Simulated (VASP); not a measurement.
All values below come from PBEsol GGA, VASP's PBE PAW potentials (set 64) (plane waves; VASP).

VASP input:

**INCAR**
```
# general
SYSTEM  = NiAl
PREC    = Accurate
ENCUT   = 520
LREAL   = .False.
LASPH   = .True.

# electronic loop
EDIFF   = 1E-7
NELM    = 100
ALGO    = Normal
LMAXMIX = 4

# smearing
ISMEAR  = 1
SIGMA   = 0.1

# functional
GGA     = PS

# ions
ISIF    = 2

# output
LWAVE   = .False.
LCHARG  = .False.
```

KPOINTS:
```
kpoints
0
gamma
13 13 13
0 0 0
```

POSCAR:
```
NiAl
1
    2.8059197823     0.0000000000     0.0000000000
    0.0000000000     2.8059197823     0.0000000000
    0.0000000000     0.0000000000     2.8059197823
Al Ni
1 1
Direct
  0.5000000000   0.5000000000   0.5000000000
  0.0000000000   0.0000000000   0.0000000000
```

POTCAR, in this order: Al Ni (PBE.64 set). Program: vasp_std.

**Question.** Estimate the energy per atom (σ→0), pressure, band gap (on the k-mesh).

**Answer.** 
The energy per atom (σ→0) is -5.772 eV/atom. The band gap (on the k-mesh) is none (metal, semimetal or under 0.01 eV) and the pressure comes out as 11.79 GPa.

File OSZICAR:
```
...
DAV:   8    -0.115599045953E+02    0.70878E-02   -0.36198E-01  2018   0.761E+00    0.107E+00
DAV:   9    -0.115440596213E+02    0.15845E-01   -0.53591E-02  1942   0.385E+00    0.199E-01
DAV:  10    -0.115436699049E+02    0.38972E-03   -0.12134E-03  1920   0.533E-01    0.101E-01
DAV:  11    -0.115436636579E+02    0.62470E-05   -0.57855E-05  2392   0.106E-01    0.314E-02
DAV:  12    -0.115436616751E+02    0.19828E-05   -0.75297E-06  1860   0.472E-02    0.487E-03
DAV:  13    -0.115436615189E+02    0.15612E-06   -0.19580E-07  1294   0.470E-03    0.220E-03
DAV:  14    -0.115436614831E+02    0.35871E-07   -0.59184E-08   860   0.224E-03
   1 F= -.11543661E+02 E0= -.11543661E+02  d E =-.181135E-05
```

The compound is NiAl in the CsCl type structure. This cell is one point of a volume scan, at 0.94 of the reference volume. The run is not spin-polarised, so no magnetic state was tried. The electron count is odd and the run is not spin-polarised, which forces a metal.
